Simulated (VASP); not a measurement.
An input for Ansatz (written as the equivalent of a VASP run, and not itself run):

Ansatz 0.2 input:
```yaml
crystal:
  lattice:
    - [3.5487400, 0.0000000, 0.0000000]
    - [-1.7743700, 3.0732990, 0.0000000]
    - [0.0000000, 0.0000000, 5.5970700]
  atoms:
    - { symbol: Pt, position: [-0.0011200, -0.0048350, -0.0051440] }
    - { symbol: S, position: [0.6740620, 0.3415150, 0.7856400] }
    - { symbol: S, position: [0.3270580, 0.6633200, 0.2195040] }
kpoints:
  mp_grid: { grid: [6, 6, 3] }
hamiltonian:
  xc: pbe
  pseudopotentials: { kind: paw }
scf:
  occupations: { method: gaussian, width: 0.01 }
  max_iter: 100
output: { forces: true, stress: true, eigenvalues: true }
```

**Question.** Write the VASP files for the same calculation (PBE).

**Answer.** Several could match; the one computed here: 
KPOINTS:
```
Automatic
0
Gamma
6 6 3
0 0 0
```

**INCAR**
```
SYSTEM  =  PtS2
PREC  =  Accurate; ENCUT  =  300; LREAL  =  .FALSE.
LASPH  =  .TRUE.
EDIFF  =  1E-6; NELM  =  100; ALGO  =  Normal
LMAXMIX  =  6
ISMEAR  =  0; SIGMA  =  0.01
GGA  =  PE
ISIF  =  2
LWAVE  =  .FALSE.; LCHARG  =  .FALSE.
```

### POSCAR
```
PtS2
1
    3.5487400000     0.0000000000     0.0000000000
   -1.7743700000     3.0732990000     0.0000000000
    0.0000000000     0.0000000000     5.5970700000
Pt S
1 2
Direct
 -0.0011200000  -0.0048350000  -0.0051440000
  0.6740620000   0.3415150000   0.7856400000
  0.3270580000   0.6633200000   0.2195040000
```

POTCAR, in this order: Pt S (PBE.64 set). Program: vasp_std.

Limits of the translation: each code has its own PAW files, so the cut-off isn't converted (ENCUT is set for VASP's; basis.ecutwfc is left out, and Ansatz then takes the one that its files recommend); Ansatz stops its SCF on the density residual and VASP on the energy change (EDIFF).

The structure comes from a computed database's PtS2 entry; how it stands against other phases isn't given here. The cell was not relaxed at this level, atoms are displaced from their ideal sites.
